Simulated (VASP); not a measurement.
Elastic constants (GPa) of a crystal from PBE GGA, VASP's PBE PAW potentials (set 64) (VASP 6.6.1):

```
      xx    yy    zz    yz    xz    xy
--  ----  ----  ----  ----  ----  ----
xx  87.7  26.6  20.9   0.0   0.0   0.0
yy  26.6  87.7  20.9   0.0   0.0   0.0
zz  20.9  20.9  86.4   0.0   0.0   0.0
yz   0.0   0.0   0.0  32.1   0.0   0.0
xz   0.0   0.0   0.0   0.0  32.1   0.0
xy   0.0   0.0   0.0   0.0   0.0  30.5
```

The 4f electrons are frozen in the core of the lanthanide potential, so 4f levels, which can set the real gap, and their magnetism are missing. Finite-difference elastic constants of metals are sensitive to mesh and smearing; shear constants can be off by tens of GPa.

Problem. Work out the Voigt, Reuss and Hill moduli, Young's modulus and Poisson's ratio.

Solution. All eigenvalues are positive (smallest 30.5 GPa), so the crystal is stable. K_V = (C11+C22+C33+2(C12+C13+C23))/9 = (261.8 + 2×68.4)/9 = 44.3 GPa; G_V = (261.8 − 68.4 + 3×94.7)/15 = 31.8 GPa. From the compliances, K_R = 44.2 GPa and G_R = 31.8 GPa. Hill: K = 44.3 GPa, G = 31.8 GPa, E = 9KG/(3K+G) = 77.0 GPa, ν = (3K−2G)/(2(3K+G)) = 0.210. K/G = 1.39, below Pugh's 1.75; universal anisotropy A^U = 0.01.

Problem. With a density of 8.75 g/cm³, what are the mean sound speeds?

Solution. v_l = √((K+4G/3)/ρ) = 3.15 km/s and v_t = √(G/ρ) = 1.91 km/s. The crystal is Ho (hcp), hexagonal.

The compound is Ho in the hcp structure. It was relaxed first.
